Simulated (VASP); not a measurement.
OSZICAR of a VASP run on AgF (relaxed from the CsCl type structure, space group Pm-3m):

### OSZICAR
```
       N       E                     dE             d eps       ncg     rms          rms(c)
DAV:   1     0.104523179910E+03    0.10452E+03   -0.10168E+04  3208   0.136E+03
DAV:   2    -0.461005133839E+01   -0.10913E+03   -0.10153E+03  3480   0.300E+02
DAV:   3    -0.776841832015E+01   -0.31584E+01   -0.31468E+01  3445   0.552E+01
DAV:   4    -0.777953936015E+01   -0.11121E-01   -0.11121E-01  3630   0.350E+00
DAV:   5    -0.777959816196E+01   -0.58802E-04   -0.58801E-04  3605   0.258E-01    0.591E+00
DAV:   6    -0.706321453362E+01    0.71638E+00   -0.27408E+00  3310   0.239E+01    0.515E+00
DAV:   7    -0.700006286472E+01    0.63152E-01   -0.22038E-01  3130   0.800E+00    0.288E+00
DAV:   8    -0.698785437461E+01    0.12208E-01   -0.90916E-02  3325   0.348E+00    0.716E-01
DAV:   9    -0.698474133785E+01    0.31130E-02   -0.95610E-03  3360   0.154E+00    0.661E-02
DAV:  10    -0.698479229632E+01   -0.50958E-04   -0.41940E-04  3210   0.266E-01    0.382E-02
DAV:  11    -0.698479162445E+01    0.67187E-06   -0.21595E-05  3620   0.625E-02    0.106E-02
DAV:  12    -0.698479359920E+01   -0.19748E-05   -0.32147E-06  3395   0.226E-02    0.198E-03
DAV:  13    -0.698479366347E+01   -0.64270E-07   -0.30525E-08  1960   0.247E-03
   1 F= -.69847937E+01 E0= -.69847937E+01  d E =0.000000E+00
```

Task: Which electronic solver shows in the log?

Result: It is blocked Davidson (ALGO = Normal, or the opening steps of other solvers). The INCAR had ALGO = Normal.

Task: Can the final energy be trusted as converged?

Result: The run converged. It stopped with EDIFF = 1E-7, NELM = 100 (PBEsol GGA, plane waves, VASP's PBE PAW potentials (set 64)).

The structure was generated: AgF was put into the CsCl type type (Pm-3m), which need not be its known phase. It was relaxed first, which changed the volume by +42 %.
